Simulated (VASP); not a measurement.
ZnS (relaxed from the h-BN structure, space group P6_3/mmc): computed properties

Computed with r2SCAN meta-GGA, VASP's PBE PAW potentials (set 64) (plane waves; VASP 6.6.1).

```yaml
space_group: P6_3/mmc (194)
cell: a = b = 3.942 Å, c = 5.857 Å, α = β = 90.00°, γ = 120.00°
volume_per_atom: 19.70 Å³/atom
band gap (over mesh and band path): 1.94 eV
smallest direct gap (over mesh and band path): 1.94 eV
band_edge_character: direct, Γ to Γ
density: 4.11 g/cm³
```

```
CELL_PARAMETERS angstrom
      3.94214     0.00000     0.00000
     -1.97107     3.41399     0.00000
      0.00000     0.00000     5.85651
ATOMIC_POSITIONS crystal
  Zn 0.33333 0.66667 0.25000
  Zn 0.66667 0.33333 0.75000
  S  0.33333 0.66667 0.75000
  S  0.66667 0.33333 0.25000
```

The structure was generated: ZnS was put into the h-BN type (P6_3/mmc), which need not be its known phase. It was relaxed first, which changed the volume by -35 %. Symmetry was kept, so distortions that lower it aren't found.
